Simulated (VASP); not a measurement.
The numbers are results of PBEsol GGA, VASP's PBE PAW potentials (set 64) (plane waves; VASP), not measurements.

Input for VASP

KPOINTS:
```
Automatic mesh
0
Gamma
10 10 10
0 0 0
```

**POSCAR**
```
GaN
1.0
  0.0000000000   2.1832826545   2.1832826545
  2.1832826545   0.0000000000   2.1832826545
  2.1832826545   2.1832826545   0.0000000000
Ga N
1 1
Direct
  0.0000000000   0.0000000000   0.0000000000
  0.2500000000   0.2500000000   0.2500000000
```

### INCAR
```
! general
SYSTEM  = GaN
PREC    = Accurate
ENCUT   = 620
LREAL   = .FALSE.
LASPH   = .TRUE.

! electronic loop
EDIFF   = 1E-6
NELM    = 100
ALGO    = Normal
LMAXMIX = 4

! smearing
ISMEAR  = 0
SIGMA   = 0.05

! functional
GGA     = PS

! ions
IBRION  = 2
NSW     = 40
ISIF    = 3
EDIFFG  = -0.02
PSTRESS = 200

! output
LWAVE   = .FALSE.
LCHARG  = .FALSE.
```

POTCAR, in this order: Ga_d N (PBE.64 set). Program: vasp_std.

Output

File OSZICAR:
```
       N       E                     dE             d eps       ncg     rms          rms(c)
DAV:   1     0.927308655987E+02    0.92731E+02   -0.10713E+04  1328   0.279E+03
DAV:   2    -0.777383796354E+01   -0.10050E+03   -0.93962E+02  1405   0.388E+02
DAV:   3    -0.148890539640E+02   -0.71152E+01   -0.70701E+01  1377   0.949E+01
DAV:   4    -0.150014430656E+02   -0.11239E+00   -0.11232E+00  1420   0.128E+01
DAV:   5    -0.150031929032E+02   -0.17498E-02   -0.17498E-02  1358   0.148E+00    0.758E+00
DAV:   6    -0.130449970775E+02    0.19582E+01   -0.51533E+00  1878   0.533E+01    0.266E+00
DAV:   7    -0.130359400985E+02    0.90570E-02   -0.38060E-01  1232   0.722E+00    0.173E+00
DAV:   8    -0.130165419986E+02    0.19398E-01   -0.48562E-02  1530   0.384E+00    0.541E-01
DAV:   9    -0.130134724843E+02    0.30695E-02   -0.14520E-02  1849   0.333E+00    0.131E-01
DAV:  10    -0.130135282837E+02   -0.55799E-04   -0.11888E-03  1477   0.601E-01    0.380E-02
DAV:  11    -0.130135169147E+02    0.11369E-04   -0.11048E-04  1826   0.179E-01    0.134E-02
DAV:  12    -0.130135182230E+02   -0.13083E-05   -0.78428E-06  1362   0.408E-02    0.384E-03
DAV:  13    -0.130135181315E+02    0.91502E-07   -0.27257E-07   686   0.669E-03
   1 F= -.10415278E+02 E0= -.10415278E+02  d E =-.104153E+02
```

**OUTCAR**
```
------------------------ aborting loop because EDIFF is reached ----------------------------------------
  FORCE on cell =-STRESS in cart. coord.  units (eV):
  Direction    XX          YY          ZZ          XY          YZ          ZX
  --------------------------------------------------------------------------------------
  Total        2.5730226      2.5730226      2.5730226      0.0000000      0.0000000      0.0000000
  in kB      198.0588652    198.0588652    198.0588652      0.0000000      0.0000000      0.0000000
  external PRESSURE =      -1.9411348 kB  Pullay stress =     200.0000000 kB
  volume of cell :       20.81
      direct lattice vectors                 reciprocal lattice vectors
     0.000000000  2.183282655  2.183282655    -0.229012949  0.229012949  0.229012949
     2.183282655  0.000000000  2.183282655     0.229012949 -0.229012949  0.229012949
     2.183282655  2.183282655  0.000000000     0.229012949  0.229012949 -0.229012949
  FREE ENERGIE OF THE ION-ELECTRON SYSTEM (eV)
  ---------------------------------------------------
  free  energy   TOTEN  =       -13.0135181315 eV

  energy  without entropy=      -13.0135181315  energy(sigma->0) =      -13.01351813
  enthalpy is  TOTEN    =       -10.4152779053 eV   P V=        2.5982402262

 reached required accuracy - stopping structural energy minimisation
```
(Selected blocks of OUTCAR.)

File OUTCAR:
```
 val. band max:        6.2433033208   @ k =   0.0000   0.0000   0.0000

 cond. band min:       8.5327522374   @ k =   0.0000   0.0000   0.0000


 Fermi energy:         6.4609789855

 k-point     1 :       0.0000    0.0000    0.0000
  band No.  band energies     occupation
      1     -10.5597      2.00000
      2      -7.2909      2.00000
      3      -7.2909      2.00000
      4      -7.2909      2.00000
      5      -6.8551      2.00000
      6      -6.8551      2.00000
      7       6.2433      2.00000
      8       6.2433      2.00000
      9       6.2433      2.00000
     10       8.5328      0.00000
     11      17.0396      0.00000
     12      17.0396      0.00000
     13      17.0396      0.00000

 k-point     2 :       0.1000    0.0000    0.0000
  band No.  band energies     occupation
      1     -10.4256      2.00000
      2      -7.2728      2.00000
      3      -7.2728      2.00000
      4      -7.2599      2.00000
      5      -6.8572      2.00000
      6      -6.8572      2.00000
      7       5.1609      2.00000
      8       6.1211      2.00000
      9       6.1211      2.00000
     10       9.3283      0.00000
     11      16.5339      0.00000
     12      17.2252      0.00000
     13      17.2252      0.00000

 k-point     3 :       0.2000    0.0000    0.0000
  band No.  band energies     occupation
      1     -10.0744      2.00000
      2      -7.2307      2.00000
      3      -7.2307      2.00000
      4      -7.1182      2.00000
      5      -6.8562      2.00000
      6      -6.8562      2.00000
      7       3.2182      2.00000
      8       5.8213      2.00000
      9       5.8213      2.00000
     10      10.4188      0.00000
     11      15.7294      0.00000
     12      17.5075      0.00000
     13      17.5075      0.00000

 k-point     4 :       0.3000    0.0000    0.0000
  band No.  band energies     occupation
      1      -9.6659      2.00000
      2      -7.1932      2.00000
      3      -7.1932      2.00000
...
```

The structure was generated: GaN was put into the zinc blende type (F-43m), which need not be its known phase. It was relaxed first under an external pressure of 20 GPa.
